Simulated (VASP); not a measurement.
A 63-atom supercell of NaCl (rock salt) holds Cl vacancy in charge state +1. It is relaxed twice, with the total moment held at 0 and at 2 μB. Level of theory: PBE GGA, VASP's PBE PAW potentials (set 64) (plane waves; VASP 6.6.1). Settings: PREC = Normal, LREAL = Auto, ISYM = 0, NELECT = 440.0, EDIFF = 1E-5, 400 eV cut-off, 1×1×1 Γ-centred mesh, Gaussian smearing of 0.050 eV, potentials Na_pv Cl.

The cell is charged, with a uniform compensating background. The supercell is sampled at Γ alone, which is coarse: total energies, pressure and levels can be off, energies of defects by several tenths of an eV.

Problem. Which spin state lies lower, and by how much?

Solution. The state with 0 μB lies lower, by 4.27 eV.

The cell is a supercell with a defect, built from NaCl (rock salt).
